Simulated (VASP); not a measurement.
A run of VASP 6.6.1 is set up as follows.

INCAR

```
PREC = Accurate
ENCUT = 520
EDIFF = 1E-7
ISMEAR = 0
SIGMA = 0.05
LREAL = F
LASPH = T
NELM = 150
ALGO = Normal
ISIF = 2
LWAVE = F
LCHARG = F
ISPIN = 2
MAGMOM = 2 -2 0 0 0 0 0 0
LORBIT = 11
LMAXMIX = 4
LDAU = T
LDAUTYPE = 2
LDAUL = 2 -1
LDAUU = 4 0
LDAUJ = 0 0
LDAUPRINT = 1
GGA = PE
NBANDS = 46
```

The input KPOINTS:

```
Automatic mesh
0
Gamma
  5 5 3
```

The input POSCAR:

```
TaF3
1.0
    3.9012005900      0.0000000000      0.0000000000
    0.0000000000      3.9012005900      0.0000000000
    0.0000000000      0.0000000000      7.8024011800
Ta F
2 6
Direct
    0.0000000000      0.0000000000      0.0000000000
    0.0000000000      0.0000000000      0.5000000000
    0.5000000000      0.0000000000      0.0000000000
    0.0000000000      0.5000000000      0.0000000000
    0.0000000000      0.0000000000      0.2500000000
    0.5000000000      0.0000000000      0.5000000000
    0.0000000000      0.5000000000      0.5000000000
    0.0000000000      0.0000000000      0.7500000000
```

Potentials or basis: VASP PAW PBE potentials, release 64 (Ta_pv, F).

Run with:

```console
$ cat potpaw_PBE.64/Ta_pv/POTCAR potpaw_PBE.64/F/POTCAR > POTCAR
$ mpirun -np 1 vasp_std > vasp.out
```

Predict the band gap on the k mesh.

none (metal or under the smearing width).

Predict the net moment.

0.00 μB per cell.

Eigenvalues of the final occupation matrices:
```
    site  spin  trace               eigenvalues
site 1 d     1   2.04  0.19 0.19 0.46 0.61 0.61
site 1 d     2   0.54  0.05 0.07 0.07 0.18 0.18
site 2 d     1   0.54  0.05 0.07 0.07 0.18 0.18
site 2 d     2   2.04  0.19 0.19 0.46 0.61 0.61
```

 Spin-orbit coupling is left out, which matters for the levels of Ta.
